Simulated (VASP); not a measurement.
```
AlNi
1.0
    2.89269     0.00000     0.00000
    0.00000     2.89269     0.00000
    0.00000     0.00000     2.89269
Al Ni
1 1
Direct
  0.50000   0.50000   0.50000
  0.00000   0.00000   0.00000
```

Computed with PBE GGA, VASP's PBE PAW potentials (set 64) (plane waves; VASP 6.6.1). Settings: 480 eV cut-off, 12×12×12 Γ-centred mesh, first-order Methfessel-Paxton smearing of 0.10 eV, potentials Al Ni.

Energy and stress use the plane-wave basis of the starting cell.

Problem. The ions, cell shape and volume at an external pressure of 5.0 GPa are relaxed. Which structure does the run end with?

Solution. 
```
AlNi
1.0
    2.86507     0.00000     0.00000
    0.00000     2.86507     0.00000
    0.00000     0.00000     2.86507
Al Ni
1 1
Direct
  0.50000   0.50000   0.50000
  0.00000   0.00000   0.00000
```
Space group Pm-3m (221), at a tolerance of 0.03 Å.

Problem. How do energy and volume change from the first to the last step?

Solution. The energy (σ→0) changes by +5.3 meV/atom and the volume by -2.8 %, in 3 ionic steps.

The compound is NiAl in the CsCl type structure. This run relaxes it under an external pressure of 5 GPa. Symmetry was kept, so distortions that lower it aren't found. The run is not spin-polarised, so no magnetic state was tried. The electron count is odd and the run is not spin-polarised, which forces a metal.
